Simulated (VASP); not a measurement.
Given:

```
Ta2N
1.0
    2.89165     0.00000     0.00000
   -1.44582     2.50424     0.00000
    0.00000     0.00000    16.35107
N Ta
1 2
Direct
  0.99897   0.99337   0.49782
  0.35193   0.68374   0.57105
  0.64911   0.32289   0.43113
```

Method: PBE GGA, VASP's PBE PAW potentials (set 64) (plane waves; VASP). Numerical set-up: 400 eV cut-off, 7×7×1 Γ-centred mesh, first-order Methfessel-Paxton smearing of 0.27 eV, potentials N Ta_pv.

The cell holds a wide vacuum, so values per volume refer to the whole cell.

Task: The ions are relaxed. Give the cell that the relaxation ends in.

Result: 
```
Ta2N
1.0
    2.89165     0.00000     0.00000
   -1.44582     2.50424     0.00000
    0.00000     0.00000    16.35107
N Ta
1 2
Direct
  0.00002   0.99995   0.49999
  0.33314   0.66725   0.58625
  0.66684   0.33280   0.41376
```

Task: How much energy does the relaxation gain?

Result: The energy (σ→0) changes by -344.4 meV/atom, in 13 ionic steps.

The cell is a sheet with vacuum, built from a generated structure.
